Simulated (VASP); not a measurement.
Output of a VASP run:

**OSZICAR**
```
       N       E                     dE             d eps       ncg     rms          rms(c)
DAV:   1    -0.157281264906E+01   -0.15728E+01   -0.98007E+02  1944   0.307E+02
DAV:   2    -0.347826699419E+01   -0.19055E+01   -0.18272E+01  2622   0.220E+01
DAV:   3    -0.349046943583E+01   -0.12202E-01   -0.12131E-01  2616   0.241E+00
DAV:   4    -0.349050120867E+01   -0.31773E-04   -0.31772E-04  2730   0.103E-01
DAV:   5    -0.349050136983E+01   -0.16116E-06   -0.16135E-06  2622   0.520E-03    0.953E-01
DAV:   6    -0.348024513941E+01    0.10256E-01   -0.63689E-04  2430   0.197E-01    0.607E-01
DAV:   7    -0.347093496952E+01    0.93102E-02   -0.22703E-03  2160   0.363E-01    0.309E-02
DAV:   8    -0.347093329661E+01    0.16729E-05   -0.52501E-05  2856   0.405E-02    0.101E-02
DAV:   9    -0.347093279134E+01    0.50527E-06   -0.24659E-06  2250   0.111E-02
   1 F= -.34709328E+01 E0= -.34704774E+01  d E =-.136624E-02
```

### OUTCAR
```
------------------------ aborting loop because EDIFF is reached ----------------------------------------
  FORCE on cell =-STRESS in cart. coord.  units (eV):
  Direction    XX          YY          ZZ          XY          YZ          ZX
  --------------------------------------------------------------------------------------
  Total       -0.0109169      0.0364575      0.1344953     -0.0261793     -0.0014776     -0.0015316
  in kB       -0.3904298      1.3038601      4.8100628     -0.9362717     -0.0528430     -0.0547746
  external PRESSURE =       1.9078310 kB  Pullay stress =       0.0000000 kB
  volume of cell :       44.80
      direct lattice vectors                 reciprocal lattice vectors
     3.172020000  0.000000000  0.000000000     0.315256524  0.182013433  0.000000000
    -1.586010000  2.747050000  0.000000000     0.000000000  0.364026865  0.000000000
     0.000000000  0.000000000  5.141200000     0.000000000  0.000000000  0.194507119
 POSITION                                       TOTAL-FORCE (eV/Angst)
 -----------------------------------------------------------------------------------
      0.01409      1.84430      1.27815        -0.019912     -0.019202      0.041873
      1.57192      0.90275      3.86305         0.019912      0.019202     -0.041873
 -----------------------------------------------------------------------------------
    total drift:                                0.000000     -0.000000      0.000000
  FREE ENERGIE OF THE ION-ELECTRON SYSTEM (eV)
  ---------------------------------------------------
  free  energy   TOTEN  =        -3.4709327913 eV

  energy  without entropy=       -3.4695665547  energy(sigma->0) =       -3.47047738
```
(Selected blocks of OUTCAR.)

File POSCAR:
```
Mg
1
    3.1720200000     0.0000000000     0.0000000000
   -1.5860100000     2.7470500000     0.0000000000
    0.0000000000     0.0000000000     5.1412000000
Mg
2
Direct
  0.3401290000   0.6713730000   0.2486100000
  0.6598710000   0.3286270000   0.7513900000
```

Question: Write an INCAR and KPOINTS that could have produced this output.

Answer: This is not unique; one that fits is the input of the run itself, PBEsol GGA, plane waves, VASP's PBE PAW potentials (set 64).

### KPOINTS
```
Automatic mesh
0
Gamma
8 8 5
0 0 0
```

### INCAR
```
ALGO=Normal
EDIFF=1E-6
ENCUT=300
GGA=PS
ISIF=2
ISMEAR=1
LASPH=.TRUE.
LCHARG=.FALSE.
LREAL=.FALSE.
LWAVE=.FALSE.
NELM=100
PREC=Accurate
SIGMA=0.1
SYSTEM=Mg
```

POTCAR, in this order: Mg (PBE.64 set). Program: vasp_std.

The structure comes from a computed database's Mg entry; how it stands against other phases isn't given here. The cell was not relaxed at this level, atoms are displaced from their ideal sites.
